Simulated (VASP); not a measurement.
OSZICAR of a VASP run on KTaO₃ (cubic perovskite):

### OSZICAR
```
       N       E                     dE             d eps       ncg     rms          rms(c)
DAV:   1     0.851543928361E+03    0.85154E+03   -0.33617E+00   509   0.188E+01    0.271E+00
DAV:   2     0.849890289396E+03   -0.16536E+01   -0.12683E+01   474   0.308E+01    0.480E+00
DAV:   3     0.849857788814E+03   -0.32501E-01   -0.23704E-01   559   0.413E+00    0.490E+00
DAV:   4     0.849838262154E+03   -0.19527E-01   -0.85563E-03   787   0.560E-01    0.493E+00
DAV:   5     0.849854867584E+03    0.16605E-01   -0.13529E-02   565   0.919E-01    0.493E+00
DAV:   6     0.849955662668E+03    0.10080E+00   -0.24156E-02   537   0.998E-01    0.509E+00
DAV:   7     0.850083553765E+03    0.12789E+00   -0.27490E+00   544   0.118E+01    0.131E+01
DAV:   8     0.848589455145E+03   -0.14941E+01   -0.73172E-01   496   0.674E+00    0.156E+01
DAV:   9     0.852756063648E+03    0.41666E+01   -0.41445E+00   509   0.141E+01    0.800E+00
DAV:  10     0.852927158868E+03    0.17110E+00   -0.19378E-01   598   0.404E+00    0.765E+00
DAV:  11     0.853124059863E+03    0.19690E+00   -0.39592E-02   790   0.125E+00    0.704E+00
DAV:  12     0.853954577565E+03    0.83052E+00   -0.38537E-01   530   0.446E+00    0.423E+00
DAV:  13     0.854254477717E+03    0.29990E+00   -0.17983E-01   495   0.288E+00    0.334E+00
DAV:  14     0.854552012557E+03    0.29753E+00   -0.12568E-01   509   0.279E+00    0.241E+00
DAV:  15     0.854544055112E+03   -0.79574E-02   -0.98144E-03   667   0.767E-01    0.244E+00
DAV:  16     0.854932945403E+03    0.38889E+00   -0.85083E-03   495   0.778E-01    0.152E+00
DAV:  17     0.855255220209E+03    0.32227E+00   -0.46779E-02   596   0.181E+00    0.113E+00
DAV:  18     0.855662835597E+03    0.40762E+00   -0.36365E-02   502   0.153E+00    0.479E-01
DAV:  19     0.855674951159E+03    0.12116E-01   -0.45550E-03   544   0.595E-01    0.560E-01
DAV:  20     0.855800032766E+03    0.12508E+00   -0.60585E-04   650   0.217E-01    0.405E-01
DAV:  21     0.855995521095E+03    0.19549E+00   -0.12935E-03   641   0.349E-01    0.156E-01
DAV:  22     0.856105876326E+03    0.11036E+00   -0.88288E-04   544   0.287E-01    0.563E-02
DAV:  23     0.856110534884E+03    0.46586E-02   -0.25251E-04   565   0.141E-01    0.625E-02
DAV:  24     0.856150686710E+03    0.40152E-01   -0.30725E-05   641   0.526E-02    0.423E-02
DAV:  25     0.856163683233E+03    0.12997E-01   -0.79813E-05   576   0.611E-02    0.243E-02
DAV:  26     0.856172644989E+03    0.89618E-02   -0.29118E-05   599   0.321E-02    0.306E-02
DAV:  27     0.856173747783E+03    0.11028E-02   -0.28210E-06   539   0.139E-02    0.263E-02
DAV:  28     0.856166149707E+03   -0.75981E-02   -0.28280E-06   530   0.151E-02    0.167E-02
DAV:  29     0.856167396759E+03    0.12471E-02   -0.23766E-06   372   0.133E-02    0.120E-02
DAV:  30     0.856165612878E+03   -0.17839E-02   -0.10687E-06   293   0.826E-03    0.111E-02
DAV:  31     0.856164812817E+03   -0.80006E-03   -0.34875E-07   293   0.542E-03    0.821E-03
DAV:  32     0.856161436111E+03   -0.33767E-02   -0.32872E-07   293   0.561E-03    0.434E-03
DAV:  33     0.856161878940E+03    0.44283E-03   -0.22065E-07   293   0.378E-03    0.320E-03
DAV:  34     0.856162810622E+03    0.93168E-03   -0.26293E-07   293   0.409E-03    0.305E-03
DAV:  35     0.856163090682E+03    0.28006E-03   -0.61975E-08   293   0.219E-03    0.256E-03
DAV:  36     0.856161914452E+03   -0.11762E-02   -0.50214E-08   293   0.205E-03    0.122E-03
DAV:  37     0.856161275805E+03   -0.63865E-03   -0.31246E-08   293   0.154E-03    0.490E-04
DAV:  38     0.856161303885E+03    0.28081E-04   -0.15381E-08   293   0.952E-04    0.547E-04
DAV:  39     0.856161090509E+03   -0.21338E-03   -0.98991E-09   293   0.700E-04    0.303E-04
DAV:  40     0.856161133160E+03    0.42651E-04   -0.61311E-09   293   0.555E-04    0.245E-04
DAV:  41     0.856161100680E+03   -0.32480E-04   -0.32344E-09   272   0.380E-04    0.166E-04
DAV:  42     0.856161113528E+03    0.12849E-04   -0.15439E-09   272   0.229E-04    0.169E-04
DAV:  43     0.856161103581E+03   -0.99476E-05   -0.94336E-10   272   0.140E-04    0.157E-04
DAV:  44     0.856161106509E+03    0.29281E-05   -0.61402E-10   272   0.981E-05    0.163E-04
DAV:  45     0.856161104726E+03   -0.17834E-05   -0.46557E-10   272   0.104E-04    0.169E-04
DAV:  46     0.856161099838E+03   -0.48874E-05   -0.29235E-10   272   0.675E-05    0.165E-04
DAV:  47     0.856161038944E+03   -0.60894E-04   -0.71349E-10   272   0.203E-04    0.790E-05
DAV:  48     0.856161029555E+03   -0.93891E-05   -0.16548E-10   272   0.111E-04    0.829E-05
DAV:  49     0.856161018180E+03   -0.11375E-04   -0.54505E-11   272   0.493E-05    0.616E-05
DAV:  50     0.856161007283E+03   -0.10897E-04   -0.35627E-11   272   0.441E-05    0.426E-05
DAV:  51     0.856160996146E+03   -0.11137E-04   -0.35974E-11   272   0.424E-05    0.262E-05
DAV:  52     0.856160993101E+03   -0.30457E-05   -0.78848E-12   272   0.362E-05    0.219E-05
DAV:  53     0.856160992241E+03   -0.85997E-06   -0.20599E-11   272   0.206E-05
   1 F= 0.85616099E+03 E0= 0.85616099E+03  d E =-.199947E-16
       N       E                     dE             ncg
       N       E                     dE             ncg
       N       E                     dE             ncg
       N       E                     dE             ncg
       N       E                     dE             ncg
       N       E                     dE             ncg
       N       E                     dE             ncg
```

Question: Which electronic solver shows in the log?

Answer: It is blocked Davidson (ALGO = Normal, or the opening steps of other solvers). The INCAR had ALGO = Normal.

Question: Can the final energy be trusted as converged?

Answer: Self-consistency was reached. It stopped with EDIFF = 1E-6, NELM = 200 (modified Becke-Johnson potential (mBJ), plane waves, VASP's PBE PAW potentials (set 64)). mBJ is a potential without an energy functional, so only the levels count.

The compound is KTaO3 in the cubic perovskite structure. It was relaxed first. The cell's shape comes from a PBE relaxation.
